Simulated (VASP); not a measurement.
Output of a VASP run:

File OSZICAR:
```
...
DAV:   7     0.292124877614E+02   -0.31866E-06   -0.30901E-07  2180   0.576E-03    0.273E-04
DAV:   8     0.292124877752E+02    0.13795E-07   -0.96144E-09  1054   0.114E-03
   2 F= 0.29212488E+02 E0= 0.29212475E+02  d E =-.887940E-02
       N       E                     dE             d eps       ncg     rms          rms(c)
DAV:   1     0.292111634477E+02   -0.13243E-02   -0.38539E-01  2259   0.393E+00    0.148E-01
DAV:   2     0.292093654764E+02   -0.17980E-02   -0.10975E-02  2339   0.923E-01    0.691E-02
DAV:   3     0.292093234847E+02   -0.41992E-04   -0.17035E-04  2577   0.133E-01    0.333E-02
DAV:   4     0.292093273888E+02    0.39042E-05   -0.35591E-05  2277   0.595E-02    0.119E-02
DAV:   5     0.292093410954E+02    0.13707E-04   -0.30478E-05  2106   0.648E-02    0.436E-03
DAV:   6     0.292093220506E+02   -0.19045E-04   -0.14081E-05  2098   0.450E-02    0.110E-03
DAV:   7     0.292093215484E+02   -0.50216E-06   -0.56871E-07  2201   0.789E-03    0.335E-04
DAV:   8     0.292093215465E+02   -0.19411E-08   -0.76546E-09  1057   0.972E-04
   3 F= 0.29209322E+02 E0= 0.29209198E+02  d E =-.120456E-01
       N       E                     dE             d eps       ncg     rms          rms(c)
DAV:   1     0.292092741028E+02   -0.47446E-04   -0.63907E-03  2269   0.505E-01    0.203E-02
DAV:   2     0.292092411267E+02   -0.32976E-04   -0.18375E-04  2345   0.119E-01    0.884E-03
DAV:   3     0.292092387969E+02   -0.23297E-05   -0.24982E-06  2584   0.162E-02    0.427E-03
DAV:   4     0.292092376857E+02   -0.11112E-05   -0.60320E-07  2285   0.750E-03    0.144E-03
DAV:   5     0.292092378562E+02    0.17050E-06   -0.29914E-07  2100   0.573E-03    0.543E-04
DAV:   6     0.292092376459E+02   -0.21033E-06   -0.13874E-07  1739   0.393E-03    0.116E-04
DAV:   7     0.292092376334E+02   -0.12519E-07   -0.10657E-08  1048   0.101E-03
   4 F= 0.29209238E+02 E0= 0.29209128E+02  d E =-.121295E-01
       N       E                     dE             d eps       ncg     rms          rms(c)
DAV:   1     0.292087343178E+02   -0.50333E-03   -0.13975E-02  2215   0.687E-01    0.483E-02
DAV:   2     0.292087691933E+02    0.34875E-04   -0.33906E-04  2169   0.152E-01    0.276E-02
DAV:   3     0.292087715753E+02    0.23819E-05   -0.10321E-04  2543   0.801E-02    0.646E-03
DAV:   4     0.292087725440E+02    0.96878E-06   -0.16449E-05  2150   0.325E-02    0.236E-03
DAV:   5     0.292087691831E+02   -0.33610E-05   -0.84002E-06  2102   0.266E-02    0.242E-03
DAV:   6     0.292087678255E+02   -0.13576E-05   -0.15798E-06  2105   0.103E-02    0.517E-04
DAV:   7     0.292087677654E+02   -0.60057E-07   -0.14386E-07  1521   0.349E-03
   5 F= 0.29208768E+02 E0= 0.29208797E+02  d E =-.469868E-03
       N       E                     dE             d eps       ncg     rms          rms(c)
DAV:   1     0.292085704677E+02   -0.19736E-03   -0.16505E-02  2206   0.746E-01    0.526E-02
DAV:   2     0.292086090707E+02    0.38603E-04   -0.39657E-04  2170   0.165E-01    0.302E-02
DAV:   3     0.292086113508E+02    0.22801E-05   -0.11803E-04  2555   0.862E-02    0.693E-03
DAV:   4     0.292086122692E+02    0.91846E-06   -0.18559E-05  2151   0.340E-02    0.255E-03
DAV:   5     0.292086086051E+02   -0.36642E-05   -0.92973E-06  2105   0.275E-02    0.259E-03
DAV:   6     0.292086071182E+02   -0.14869E-05   -0.17889E-06  2105   0.107E-02    0.560E-04
DAV:   7     0.292086070428E+02   -0.75412E-07   -0.16646E-07  1602   0.352E-03
   6 F= 0.29208607E+02 E0= 0.29208723E+02  d E =-.630591E-03
```

**OUTCAR**
```
------------------------ aborting loop because EDIFF is reached ----------------------------------------
  FORCE on cell =-STRESS in cart. coord.  units (eV):
  Direction    XX          YY          ZZ          XY          YZ          ZX
  --------------------------------------------------------------------------------------
  Total        1.0351179      1.0339110      1.0340437      0.0000000     -0.0000000      0.0003994
  in kB       29.1535353     29.1195445     29.1232806      0.0000000     -0.0000000      0.0112497
  external PRESSURE =      29.1321202 kB  Pullay stress =       0.0000000 kB
  volume of cell :       56.89
      direct lattice vectors                 reciprocal lattice vectors
     3.800729416 -2.137247288 -0.041072419     0.130483117 -0.233945788 -0.099068390
     3.800729416  2.137247288 -0.041072419     0.130483117  0.233945788 -0.099068390
     2.636874687 -0.000000000  3.473031387     0.003086213  0.000000000  0.285589715
 POSITION                                       TOTAL-FORCE (eV/Angst)
 -----------------------------------------------------------------------------------
      2.43469     -0.00000      0.80636         0.003109     -0.000000      0.001030
      7.80364     -0.00000      2.58453        -0.003109      0.000000     -0.001030
 -----------------------------------------------------------------------------------
    total drift:                                0.000000     -0.000000      0.000000
  FREE ENERGIE OF THE ION-ELECTRON SYSTEM (eV)
  ---------------------------------------------------
  free  energy   TOTEN  =        29.2086070428 eV

  energy  without entropy=       29.2089536316  energy(sigma->0) =       29.20872257

 reached required accuracy - stopping structural energy minimisation
```
(Selected blocks of OUTCAR.)

POSCAR:
```
Sb
1
    3.8535640317    -2.1199320775    -0.0130427555
    3.8535640317     2.1199320775    -0.0130427555
    2.6991385426     0.0000000000     3.4725908882
Sb
2
Direct
  0.2347186066   0.2347186066   0.2347186066
  0.7652813934   0.7652813934   0.7652813934
```

**Question.** Write an INCAR and KPOINTS that could have produced this output.

**Answer.** Several could match; the one computed here: the input of the run itself, revTPSS meta-GGA, plane waves, VASP's PBE PAW potentials (set 64).

INCAR:
```
SYSTEM = Sb
PREC = Accurate; ENCUT = 520; LREAL = F
LASPH = T
EDIFF = 1E-7; NELM = 100; ALGO = Normal
LMAXMIX = 4; LMIXTAU = T
ISMEAR = 1; SIGMA = 0.1
METAGGA = RTPSS
IBRION = 2; NSW = 30; ISIF = 4
EDIFFG = -0.01
LWAVE = F; LCHARG = F
```

### KPOINTS
```
Automatic mesh
0
Gamma
10 10 10
0 0 0
```

POTCAR, in this order: Sb (PBE.64 set). Program: vasp_std.

The compound is Sb in the a7 structure. This cell is one point of a volume scan, at 0.94 of the reference volume. Symmetry was kept, so distortions that lower it aren't found.
